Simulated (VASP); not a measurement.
Computed with PBEsol GGA, VASP's PBE PAW potentials (set 64) (plane waves; VASP).

A VASP calculation is set up with these files.

**INCAR**
```
# general
SYSTEM =Ga4P3Sb
PREC   =Accurate
ENCUT  =400
LREAL  =F
LASPH  =T

# electronic loop
EDIFF  =1E-7
NELM   =100
ALGO   =Normal
LMAXMIX=4

# smearing
ISMEAR =-5

# functional
GGA    =PS

# ions
ISIF   =2

# output
LWAVE  =F
LCHARG =T
LORBIT =11
NEDOS  =601

# other
LEFG   =T
```

POSCAR:
```
Ga4P3Sb
1
    5.6031540417     0.0000000000     0.0000000000
    0.0000000000     5.6031540417     0.0000000000
    0.0000000000     0.0000000000     5.6031540417
Ga Sb P
4 1 3
Direct
  0.9875246618   0.9875246618   0.9875246618
  0.5124753382   0.5124753382   0.9875246618
  0.5124753382   0.9875246618   0.5124753382
  0.9875246618   0.5124753382   0.5124753382
  0.2500000000   0.2500000000   0.2500000000
  0.7500000000   0.7500000000   0.2500000000
  0.7500000000   0.2500000000   0.7500000000
  0.2500000000   0.7500000000   0.7500000000
```

**KPOINTS**
```
Regular mesh
0
G
 5 5 5
```

POTCAR, in this order: Ga_d Sb P (PBE.64 set). Program: vasp_std.

What VASP printed:

### OUTCAR
```
 ion  position               nearest neighbor table
   1  0.988  0.988  0.988-   6 2.39   7 2.39   8 2.39   5 2.55
   2  0.512  0.512  0.988-   6 2.39   7 2.39   8 2.39   5 2.55
   3  0.512  0.988  0.512-   6 2.39   7 2.39   8 2.39   5 2.55
   4  0.988  0.512  0.512-   6 2.39   7 2.39   8 2.39   5 2.55
   5  0.250  0.250  0.250-   1 2.55   2 2.55   3 2.55   4 2.55
   6  0.750  0.750  0.250-   1 2.39   2 2.39   3 2.39   4 2.39
   7  0.750  0.250  0.750-   1 2.39   2 2.39   3 2.39   4 2.39
   8  0.250  0.750  0.750-   1 2.39   2 2.39   3 2.39   4 2.39
  LATTYP: Found a simple cubic cell.
 ALAT       =     5.6031540417
 Subroutine PRICEL returns:
 Original cell was already a primitive cell.
 Subroutine GETGRP returns: Found 24 space group operations
The static configuration has the point symmetry C_3v.
 The point group associated with its full space group is T_d .
The dynamic configuration has the point symmetry C_3v.
 Subroutine INISYM returns: Found 24 space group operations
 Subroutine IBZKPT returns following result:
 Found     10 irreducible k-points:

 Following reciprocal coordinates:
            Coordinates               Weight
  0.000000  0.000000  0.000000      1.000000
  0.200000  0.000000  0.000000      6.000000
...
```

File OSZICAR:
```
       N       E                     dE             d eps       ncg     rms          rms(c)
DAV:   1     0.558130091066E+03    0.55813E+03   -0.28957E+04   892   0.204E+03
DAV:   2     0.510363275518E+02   -0.50709E+03   -0.49478E+03   908   0.517E+02
DAV:   3    -0.331735292240E+02   -0.84210E+02   -0.81965E+02   999   0.161E+02
DAV:   4    -0.382334862211E+02   -0.50600E+01   -0.50143E+01  1061   0.392E+01
DAV:   5    -0.383726115654E+02   -0.13913E+00   -0.13872E+00  1184   0.643E+00    0.788E+00
DAV:   6    -0.375677594502E+02    0.80485E+00   -0.16264E+00  1202   0.141E+01    0.481E+00
DAV:   7    -0.374412541188E+02    0.12651E+00   -0.72208E-01  1029   0.377E+00    0.157E+00
DAV:   8    -0.374339013904E+02    0.73527E-02   -0.14105E-01  1130   0.372E+00    0.354E-01
DAV:   9    -0.374338526778E+02    0.48713E-04   -0.17488E-02  1186   0.164E+00    0.119E-01
DAV:  10    -0.374339381332E+02   -0.85455E-04   -0.25313E-03  1018   0.423E-01    0.500E-02
DAV:  11    -0.374341237687E+02   -0.18564E-03   -0.64644E-04  1197   0.119E-01    0.273E-02
DAV:  12    -0.374341131126E+02    0.10656E-04   -0.82485E-05  1008   0.629E-02    0.203E-02
DAV:  13    -0.374341190913E+02   -0.59787E-05   -0.14313E-05   964   0.174E-02    0.847E-03
DAV:  14    -0.374341188864E+02    0.20489E-06   -0.18878E-06  1160   0.135E-02    0.251E-03
DAV:  15    -0.374341189066E+02   -0.20165E-07   -0.39194E-07   845   0.362E-03
   1 F= -.37434119E+02 E0= -.37434119E+02  d E =0.000000E+00
```

File OUTCAR:
```
------------------------ aborting loop because EDIFF is reached ----------------------------------------
  FORCE on cell =-STRESS in cart. coord.  units (eV):
  Direction    XX          YY          ZZ          XY          YZ          ZX
  --------------------------------------------------------------------------------------
  Total       -0.0143417     -0.0143417     -0.0143417      0.0000000      0.0000000      0.0000000
  in kB       -0.1306209     -0.1306209     -0.1306209      0.0000000      0.0000000      0.0000000
  external PRESSURE =      -0.1306209 kB  Pullay stress =       0.0000000 kB
  volume of cell :      175.91
      direct lattice vectors                 reciprocal lattice vectors
     5.603154042  0.000000000  0.000000000     0.178470910  0.000000000  0.000000000
     0.000000000  5.603154042  0.000000000     0.000000000  0.178470910  0.000000000
     0.000000000  0.000000000  5.603154042     0.000000000  0.000000000  0.178470910
 POSITION                                       TOTAL-FORCE (eV/Angst)
 -----------------------------------------------------------------------------------
      5.53325      5.53325      5.53325        -0.012228     -0.012228     -0.012228
      2.87148      2.87148      5.53325         0.012228      0.012228     -0.012228
      2.87148      5.53325      2.87148         0.012228     -0.012228      0.012228
      5.53325      2.87148      2.87148        -0.012228      0.012228      0.012228
      1.40079      1.40079      1.40079        -0.000000     -0.000000     -0.000000
      4.20237      4.20237      1.40079        -0.000000     -0.000000     -0.000000
      4.20237      1.40079      4.20237        -0.000000     -0.000000     -0.000000
      1.40079      4.20237      4.20237        -0.000000     -0.000000     -0.000000
 -----------------------------------------------------------------------------------
    total drift:                                0.000000      0.000000      0.000000
  FREE ENERGIE OF THE ION-ELECTRON SYSTEM (eV)
  ---------------------------------------------------
  free  energy   TOTEN  =       -37.4341189066 eV

  energy  without entropy=      -37.4341189066  energy(sigma->0) =      -37.43411891

 total charge

# of ion       s       p       d       tot
------------------------------------------
    1        0.875   0.832   9.998  11.704
    2        0.875   0.832   9.998  11.704
    3        0.875   0.832   9.998  11.704
    4        0.875   0.832   9.998  11.704
    5        1.118   1.446   0.032   2.596
    6        1.023   1.477   0.000   2.499
    7        1.023   1.477   0.000   2.499
    8        1.023   1.477   0.000   2.499
--------------------------------------------------
tot          7.684   9.203  40.025  56.911

 Electric field gradients after diagonalization (V/A^2)
 (convention: |V_zz| > |V_xx| > |V_yy|)
----------------------------------------------------------------------
 ion       V_xx      V_yy      V_zz     asymmetry (V_yy - V_xx)/ V_zz
----------------------------------------------------------------------
   1       5.095     5.095   -10.189       0.000
   2       5.095     5.095   -10.189       0.000
   3       5.095     5.095   -10.189       0.000
   4       5.095     5.095   -10.189       0.000
   5       0.000    -0.000     0.000      -1.367
   6      -8.359    -8.359    16.718       0.000
   7      -8.359    -8.359    16.718       0.000
   8      -8.359    -8.359    16.718       0.000
```
(Selected blocks of OUTCAR.)

**OUTCAR**
```
 val. band max:        4.8605573590   @ k =   0.0000   0.0000   0.0000

 cond. band min:       5.2068563041   @ k =   0.0000   0.0000   0.0000


 Fermi energy:         4.8714862249

 k-point     1 :       0.0000    0.0000    0.0000
  band No.  band energies     occupation
      1     -10.0561      2.00000
      2     -10.0561      2.00000
      3     -10.0521      2.00000
      4      -9.9581      2.00000
      5      -9.9581      2.00000
      6      -9.9581      2.00000
      7      -9.9140      2.00000
      8      -9.9140      2.00000
      9      -9.9140      2.00000
     10      -9.8981      2.00000
     11      -9.8981      2.00000
     12      -9.8981      2.00000
     13      -9.8952      2.00000
     14      -9.8952      2.00000
     15      -9.8952      2.00000
     16      -9.8725      2.00000
     17      -9.8725      2.00000
     18      -9.8549      2.00000
     19      -9.8549      2.00000
     20      -9.8549      2.00000
     21      -7.6010      2.00000
     22      -4.9918      2.00000
     23      -4.9918      2.00000
     24      -4.0341      2.00000
     25      -2.1148      2.00000
     26      -2.1148      2.00000
     27      -2.1148      2.00000
     28       1.8961      2.00000
     29       1.8961      2.00000
     30       1.8961      2.00000
     31       2.1055      2.00000
     32       2.1055      2.00000
     33       2.1055      2.00000
     34       4.8606      2.00000
     35       4.8606      2.00000
     36       4.8606      2.00000
     37       5.2069      0.00000
     38       6.1754      0.00000
     39       6.1754      0.00000
     40       6.1754      0.00000
     41       6.3265      0.00000
     42       6.3265      0.00000
     43       6.6889      0.00000

 k-point     2 :       0.2000    0.0000    0.0000
  band No.  band energies     occupation
      1     -10.0522      2.00000
      2     -10.0497      2.00000
      3     -10.0456      2.00000
      4      -9.9686      2.00000
      5      -9.9536      2.00000
...
```

Unless said otherwise, spin-orbit coupling is left out, though it shifts the bands of the heavy elements here.

The structure was generated: Ga4P3Sb was put into an ordered model structure (P-43m), which need not be its known phase. It was relaxed first.
